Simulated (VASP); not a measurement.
Data:

```xyz
2
Lattice="0.0000 2.2236 2.2236 2.2236 0.0000 2.2236 2.2236 2.2236 0.0000" Properties=species:S:1:pos:R:3 pbc="T T T"
Nb     0.0000     0.0000     0.0000
C      2.2236     2.2236     2.2236
```

All values below come from PBEsol GGA, VASP's PBE PAW potentials (set 64) (plane waves; VASP). Numerical set-up: 520 eV cut-off, Gaussian smearing of 0.050 eV, potentials Nb_sv C.

Q: Give the energies of bands 6 to 11 at the high-symmetry points, in eV from the Fermi level.

A: 
```csv
band,Γ,X,U,L,W
6,-1.39,-4.33,-5.27,-7.71,-4.73
7,-1.39,-3.88,-4.27,-5.23,-4.46
8,-1.39,-1.33,-3.56,-5.23,-4.46
9,-0.24,-1.33,-0.35,2.17,1.55
10,-0.24,2.02,2.53,2.17,1.55
11,-0.24,3.31,3.50,3.64,3.32
```

It has no gap at this level: it comes out as a metal or semimetal.

The structure was generated: NbC was put into the rock salt type (Fm-3m), which need not be its known phase. It was relaxed first, which changed the volume by -37 %. The electron count is odd and the run is not spin-polarised, which forces a metal.
